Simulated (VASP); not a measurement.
MgCl8, 9 atoms in the cell. It takes space group P6/mmm (No. 191, hexagonal). The conventional cell has a = 6.101 Å, b = 6.101 Å, c = 2.781 Å, α = 90.00°, β = 90.00°, γ = 120.00°. Mg (site symmetry 6/mmm) has 12 Cl at 2.44 Å and 2 Mg at 2.78 Å as nearest neighbours. Cl (site symmetry mm2) has 4 Cl at 2.01 to 2.06 Å as nearest neighbours. Cl (site symmetry -6m2) is surrounded by 6 Cl at 2.06 Å. The cell was built by a generator and needn't be a form met in nature.

- Program: VASP 6.6.1
- Task: relaxation of cell and atoms
- Functional: PBE
- Potentials or basis: VASP PAW PBE potentials, release 64 (Mg, Cl)
- Cutoff: 600 eV
- k mesh: 3 × 3 × 6
- Occupations: gaussian, width 0.1 eV
- Spin: no spin polarisation
- Dipole correction: no
- Further INCAR settings: ALGO = Normal; EDIFF = 1e-07; IBRION = 2; EDIFFG = -0.04; NSW = 90; ISIF = 3

Potentials or basis: VASP PAW PBE potentials, release 64 (Mg, Cl).

Command:

```bash
$ cat potpaw_PBE.64/Mg/POTCAR potpaw_PBE.64/Cl/POTCAR > POTCAR
$ mpirun -np 1 vasp_std > vasp.out
```

Hardware: 1 thread of Intel(R) Xeon(R) Platinum 8259CL CPU @ 2.50GHz (Skylake/Cascade Lake) (shared host).

**Question.** How long does it take, and how much memory?

**Answer.** Run time: 9.3 min on 1 thread of Intel(R) Xeon(R) Platinum 8259CL CPU @ 2.50GHz (Skylake/Cascade Lake) (shared host), peak memory 0.24 GiB. Counts: scf iterations 186, k points 12, ion steps 15.
